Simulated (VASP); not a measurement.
An input for Ansatz (written as the equivalent of a VASP run, and not itself run):

Ansatz 0.2 input:
```yaml
crystal:
  lattice:
    - [4.3010000, 0.0000000, 0.0000000]
    - [0.0000000, 5.3500000, 0.0000000]
    - [0.0000000, 0.0000000, 4.5260000]
  atoms:
    - { symbol: Sb, position: [0.0000000, 0.0000000, 0.6700000] }
    - { symbol: Sb, position: [0.5000000, 0.5000000, 0.3300000] }
    - { symbol: Ni, position: [0.0000000, 0.2500000, 0.1670000], spin: 2 }
    - { symbol: Ni, position: [0.0000000, 0.7500000, 0.1670000], spin: 2 }
    - { symbol: Ni, position: [0.5000000, 0.7500000, 0.8330000], spin: 2 }
    - { symbol: Ni, position: [0.5000000, 0.2500000, 0.8330000], spin: 2 }
    - { symbol: Ni, position: [0.5000000, 0.0000000, 0.3300000], spin: 2 }
    - { symbol: Ni, position: [0.0000000, 0.5000000, 0.6700000], spin: 2 }
kpoints:
  mp_grid: { grid: [3, 3, 3] }
hamiltonian:
  xc: lda
  pseudopotentials: { kind: paw }
magnetization: { spin_polarized: true }
scf:
  occupations: { method: fermi_dirac, width: 0.1 }
  max_iter: 100
output: { forces: true, stress: true, eigenvalues: true }
```

Problem. Write the VASP files for the same calculation (LDA).

Solution. Several could match; the one computed here: 
File KPOINTS:
```
Automatic mesh
0
Gamma
3 3 3
0 0 0
```

File POSCAR:
```
Ni3Sb
1
    4.3010000000     0.0000000000     0.0000000000
    0.0000000000     5.3500000000     0.0000000000
    0.0000000000     0.0000000000     4.5260000000
Sb Ni
2 6
Direct
  0.0000000000   0.0000000000   0.6700000000
  0.5000000000   0.5000000000   0.3300000000
  0.0000000000   0.2500000000   0.1670000000
  0.0000000000   0.7500000000   0.1670000000
  0.5000000000   0.7500000000   0.8330000000
  0.5000000000   0.2500000000   0.8330000000
  0.5000000000   0.0000000000   0.3300000000
  0.0000000000   0.5000000000   0.6700000000
```

INCAR:
```
LASPH = .TRUE.
PREC = Accurate
NELM = 100
LCHARG = .FALSE.
EDIFF = 1E-6
SYSTEM = Ni3Sb
LWAVE = .FALSE.
ISPIN = 2
ALGO = Normal   # blocked Davidson
LMAXMIX = 4   # l cut-off of mixed one-centre charges
LREAL = .FALSE.   # projection in real space or not
LORBIT = 11   # lm-projected
MAGMOM = 2*0.0 6*2.0
ISMEAR = -1   # Fermi-Dirac
ENCUT = 300   # plane-wave cut-off (eV)
SIGMA = 0.1   # width (eV)
ISIF = 2   # forces and stress, cell fixed
```

POTCAR, in this order: Sb Ni (LDA.64 set). Program: vasp_std.

The two are equivalent in intent, not identical: each code has its own PAW files, so the cut-off isn't converted (ENCUT is set for VASP's; basis.ecutwfc is left out, and Ansatz then takes the one that its files recommend); Ansatz stops its SCF on the density residual and VASP on the energy change (EDIFF); Ansatz's lda is the Perdew-Wang form, while the LDA potentials of VASP carry Perdew-Zunger's.

The structure comes from a measured Ni3Sb entry of the Crystallography Open Database, whose conditions weren't checked. The cell was not relaxed at this level. The k-mesh is coarse (spacing up to 0.49 per Å, 2π included), so the numbers may not be converged in it.
